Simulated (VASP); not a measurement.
```yaml
crystal:
  lattice:
    - [0.00000, 2.17979, 2.17979]
    - [2.17979, 0.00000, 2.17979]
    - [2.17979, 2.17979, 0.00000]
  atoms:
    - { symbol: Be, position: [0.25000, 0.25000, 0.25000] }
    - { symbol: Be, position: [0.75000, 0.75000, 0.75000] }
    - { symbol: C, position: [0.00000, 0.00000, 0.00000] }
```

Level of theory: RPBE GGA, VASP's PBE PAW potentials (set 64) (plane waves; VASP). Settings: 520 eV cut-off, Gaussian smearing of 0.050 eV, potentials Be C.

Task: Predict the band gap (along the path) with the smallest direct gap where there is one.

Result: 
band gap (along the path): 1.13 eV
smallest direct gap (along the path): 4.15 eV

Only differences to runs with the same potentials and settings are physical.

The compound is Be2C in the antifluorite structure. It was relaxed first.
